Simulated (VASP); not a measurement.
Output of a VASP run:

**OSZICAR**
```
       N       E                     dE             d eps       ncg     rms          rms(c)
DAV:   1     0.192886941091E+03    0.19289E+03   -0.13536E+04  4328   0.163E+03
DAV:   2    -0.299161895326E+02   -0.22280E+03   -0.22145E+03  4552   0.474E+02
DAV:   3    -0.370251447251E+02   -0.71090E+01   -0.69801E+01  5632   0.965E+01
DAV:   4    -0.371281351830E+02   -0.10299E+00   -0.10296E+00  5392   0.116E+01
DAV:   5    -0.371306378591E+02   -0.25027E-02   -0.25026E-02  6536   0.128E+00    0.215E+01
DAV:   6    -0.293324776019E+02    0.77982E+01   -0.33670E+01  4576   0.757E+01    0.456E+00
DAV:   7    -0.283943200497E+02    0.93816E+00   -0.90612E-01  4744   0.134E+01    0.263E+00
DAV:   8    -0.290105248592E+02   -0.61620E+00   -0.33499E-01  5192   0.497E+00    0.170E+00
DAV:   9    -0.275487547473E+02    0.14618E+01   -0.16198E+00  4688   0.909E+00    0.187E+00
DAV:  10    -0.284499633368E+02   -0.90121E+00   -0.88010E-01  4688   0.579E+00    0.118E+00
DAV:  11    -0.286840361488E+02   -0.23407E+00   -0.12612E-01  4512   0.423E+00    0.102E+00
DAV:  12    -0.286833428018E+02    0.69335E-03   -0.26294E-02  5416   0.174E+00    0.639E-01
DAV:  13    -0.286835687614E+02   -0.22596E-03   -0.20602E-03  7016   0.277E-01    0.873E-01
DAV:  14    -0.286837373421E+02   -0.16858E-03   -0.37194E-05  5360   0.546E-02    0.934E-01
DAV:  15    -0.286826289955E+02    0.11083E-02   -0.77092E-04  4720   0.327E-01    0.956E-01
DAV:  16    -0.286849732966E+02   -0.23443E-02   -0.54360E-03  4784   0.715E-01    0.119E+00
DAV:  17    -0.286849825696E+02   -0.92729E-05   -0.26137E-04  7664   0.157E-01    0.128E+00
DAV:  18    -0.286850368335E+02   -0.54264E-04   -0.54544E-05  4904   0.808E-02    0.118E+00
DAV:  19    -0.286849836349E+02    0.53199E-04   -0.31311E-05  4672   0.562E-02    0.101E+00
DAV:  20    -0.286850815201E+02   -0.97885E-04   -0.21663E-06  3648   0.167E-02    0.938E-01
DAV:  21    -0.286850115357E+02    0.69984E-04   -0.17704E-05  5104   0.540E-02    0.848E-01
DAV:  22    -0.286851270413E+02   -0.11551E-03   -0.28114E-05  6216   0.693E-02    0.670E-01
DAV:  23    -0.286849914128E+02    0.13563E-03   -0.11072E-05  6472   0.386E-02    0.393E-01
DAV:  24    -0.286850374837E+02   -0.46071E-04   -0.96619E-06  5336   0.290E-02    0.168E-01
DAV:  25    -0.286849605635E+02    0.76920E-04   -0.28250E-06  4520   0.143E-02    0.645E-02
DAV:  26    -0.286849914058E+02   -0.30842E-04   -0.64366E-07  2176   0.750E-03    0.259E-02
DAV:  27    -0.286849606525E+02    0.30753E-04   -0.21287E-07  2160   0.474E-03    0.853E-03
DAV:  28    -0.286849757422E+02   -0.15090E-04   -0.13240E-07  2160   0.300E-03    0.298E-03
DAV:  29    -0.286849704178E+02    0.53245E-05   -0.76798E-08  2160   0.253E-03    0.212E-03
DAV:  30    -0.286849698011E+02    0.61665E-06   -0.45432E-08  2160   0.129E-03
   1 F= -.28684970E+02 E0= -.28684705E+02  d E =-.286850E+02
```

**OUTCAR**
```
------------------------ aborting loop because EDIFF is reached ----------------------------------------
  FORCE on cell =-STRESS in cart. coord.  units (eV):
  Direction    XX          YY          ZZ          XY          YZ          ZX
  --------------------------------------------------------------------------------------
  Total        0.0010629      0.0010629     -0.0128747     -0.0000000     -0.0000000      0.0000000
  in kB        0.0730047      0.0730048     -0.8843119     -0.0000000     -0.0000000      0.0000000
  external PRESSURE =      -0.2461008 kB  Pullay stress =       0.0000000 kB
  volume of cell :       23.33
      direct lattice vectors                 reciprocal lattice vectors
     2.453290339  0.000000000  0.000000000     0.407615839  0.235337065  0.000000000
    -1.226645169  2.124612198  0.000000000     0.000000000  0.470674131  0.000000000
     0.000000000  0.000000000  4.475195859     0.000000000  0.000000000  0.223453907
 POSITION                                       TOTAL-FORCE (eV/Angst)
 -----------------------------------------------------------------------------------
     -0.00000      1.41641      1.11880        -0.000000     -0.000000      0.000000
      1.22665      0.70820      3.35640         0.000000      0.000000      0.000000
 -----------------------------------------------------------------------------------
    total drift:                               -0.000254      0.000142     -0.000036
  FREE ENERGIE OF THE ION-ELECTRON SYSTEM (eV)
  ---------------------------------------------------
  free  energy   TOTEN  =       -28.6849698011 eV

  energy  without entropy=      -28.6841743359  energy(sigma->0) =      -28.68470465

 reached required accuracy - stopping structural energy minimisation
```
(Selected blocks of OUTCAR.)

### POSCAR
```
Cr
1
    2.4532903385    -0.0000000000    -0.0000000000
   -1.2266451693     2.1246121983     0.0000000000
    0.0000000000     0.0000000000     4.4751958592
Cr
2
Direct
  0.3333330000   0.6666670000   0.2500000000
  0.6666670000   0.3333330000   0.7500000000
```

Q: Write an INCAR and KPOINTS that could have produced this output.

A: Several could match; the one computed here: the input of the run itself, r2SCAN meta-GGA, plane waves, VASP's PBE PAW potentials (set 64).

**KPOINTS**
```
K-points
0
Gamma
 15 15 8
0 0 0
```

**INCAR**
```
! general
SYSTEM  = Cr
PREC    = Accurate
ENCUT   = 400
LREAL   = .False.
LASPH   = .True.

! electronic loop
EDIFF   = 1E-6
NELM    = 100
ALGO    = Normal
LMAXMIX = 4
LMIXTAU = .True.

! smearing
ISMEAR  = 1
SIGMA   = 0.1

! functional
METAGGA = R2SCAN

! ions
IBRION  = 2
NSW     = 60
ISIF    = 3
EDIFFG  = -0.01

! output
LWAVE   = .False.
LCHARG  = .False.
```

POTCAR, in this order: Cr_pv (PBE.64 set). Program: vasp_std.

The structure was generated: Cr was put into the hcp type (P6_3/mmc), which need not be its known phase. It was relaxed first. The start is the result of an earlier pass. The run is not spin-polarised, so no magnetic state was tried.
